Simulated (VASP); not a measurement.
## Be (relaxed from the fcc structure, space group Fm-3m): computed properties

Calculation: r2SCAN meta-GGA, VASP's PBE PAW potentials (set 64) (plane waves; VASP 6.6.1).

```
Property                                                                                                Value
----------------------------------  -------------------------------------------------------------------------
space group                                                                                       Fm-3m (225)
cell                                a = 3.164 Å, b = 3.164 Å, c = 3.164 Å, α = 90.00°, β = 90.00°, γ = 90.00°
volume per atom                                                                                  7.92 Å³/atom
band gap (over mesh and band path)                                   none (metal, semimetal or under 0.01 eV)
density                                                                                            1.89 g/cm³
```

Be is taken in the cubic space group Fm-3m (No. 225), the fcc (Cu type) structure, Pearson symbol cF4. Cell: a = b = c = 3.1639 Å, α = β = γ = 90.00°. Be on 4a has 12 Be at 2.237 Å (cuboctahedral). (Neighbours: up to the widest gap in distance over summed covalent radii, below 1.35, at either atom.)
(The calculation used a cell of 1 atom; values per cell refer to that cell.)

The structure was generated: Be was put into the fcc type (Fm-3m), which need not be its known phase. It was relaxed first. Symmetry was kept, so distortions that lower it aren't found.
